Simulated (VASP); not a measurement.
Computed with r2SCAN meta-GGA, VASP's PBE PAW potentials (set 64) (plane waves; VASP).

The input files of a VASP run:

### POSCAR
```
Er2Si3
1
    3.8567958486     0.0000000000     0.0000000000
    0.0000000000     3.9339605010     0.0000000000
    0.0000000000     0.0000000000     6.7637317654
Er Si
2 3
Direct
  0.0000000000   0.5000000000   0.0025360897
  0.5000000000   0.5000000000   0.4953622792
  0.5000000000   0.0000000000   0.8137063593
  0.5000000000   0.0000000000   0.1557675421
  0.0000000000   0.0000000000   0.3606277297
```

### INCAR
```
# general
SYSTEM   =  Er2Si3
PREC     =  Accurate
ENCUT    =  400   # plane-wave cut-off (eV)
LREAL    =  F   # projection in real space or not
LASPH    =  T   # aspherical one-centre terms

# electronic loop
EDIFF    =  1E-6
NELM     =  100
ALGO     =  Normal   # blocked Davidson
LMAXMIX  =  6
LMIXTAU  =  T

# smearing
ISMEAR   =  1   # Methfessel-Paxton
SIGMA    =  0.1   # width (eV)

# functional
METAGGA  =  R2SCAN

# ions
IBRION   =  2
NSW      =  60
ISIF     =  3
EDIFFG   =  -0.02   # ionic stop

# output
LWAVE    =  F
LCHARG   =  F
```

**KPOINTS**
```
Automatic mesh
0
Gamma
7 7 4
0 0 0
```

POTCAR, in this order: Er_3 Si (PBE.64 set). Program: vasp_std.

Q: What will the output report for the number of irreducible k-points (NKPTS), number of bands (NBANDS), largest plane-wave count, number of space-group operations, FFT grid (NGX, NGY, NGZ)?

A: 
```json
{
 "number of irreducible k-points (NKPTS)": "48",
 "number of bands (NBANDS)": "19",
 "largest_plane_wave_count": "1882",
 "number_of_space_group_operations": "4",
 "FFT grid (NGX, NGY, NGZ)": "28 × 28 × 48"
}
```

The structure comes from a computed database's Er2Si3 entry (Pmm2); how it stands against other phases isn't given here. It was relaxed first. The start is the result of an earlier pass. The 4f electrons are frozen in the core of the lanthanide potential, so 4f levels, which can set the real gap, and their magnetism are missing.
